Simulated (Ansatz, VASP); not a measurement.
# One calculation of AgB2, two programs

```xyz
3
Lattice="2.9620 0.0000 0.0000 -1.4810 2.5652 0.0000 0.0000 0.0000 3.3221" Properties=species:S:1:pos:R:3 pbc="T T T"
Ag    0.0000    0.0000    2.5941
B     0.0000    1.7101    2.0250
B     1.4810    0.8551    2.0250
```

Alike in both runs: task relaxation of cell and atoms; functional PBE; k mesh 6 × 6 × 6; occupations gaussian, width 0.1 eV; no spin polarisation.

|  | VASP | Ansatz |
| --- | --- | --- |
| version | VASP 6.6.1 | Ansatz 0.2.0 |
| potentials or method | VASP PAW PBE potentials, release 64 (Ag, B) | scalar-relativistic, plane waves, PAW |
| plane-wave cutoff (eV) | 600 | 420 |
| valence electrons in the cell | 17 | 25 |

Ansatz gave:

```
gap on the k mesh at the Fermi level, each at its own relaxed structure (eV) : none
relaxed volume (Å³/atom)                                                     : 10.71
relaxed cell length with the largest relative difference (Å)                 : 3.023
energy change over the relaxation (meV/atom)                                 : -3549
```

Q: What did VASP give for the same quantities?

A: gap on the k mesh at the Fermi level, each at its own relaxed structure (eV): none; relaxed volume (Å³/atom): 10.67; relaxed cell length with the largest relative difference (Å): 3.019; energy change over the relaxation (meV/atom): -3554.

A gap of «none» marks a metal or a gap that the smearing closes. The two sets of potentials don't hold the same shells in valence.

Caveats: the k mesh is coarse (spacing up to 0.41 Å⁻¹), so the values aren't converged; the volume moved by over 15 % at a fixed basis, so the end points are rough (VASP).
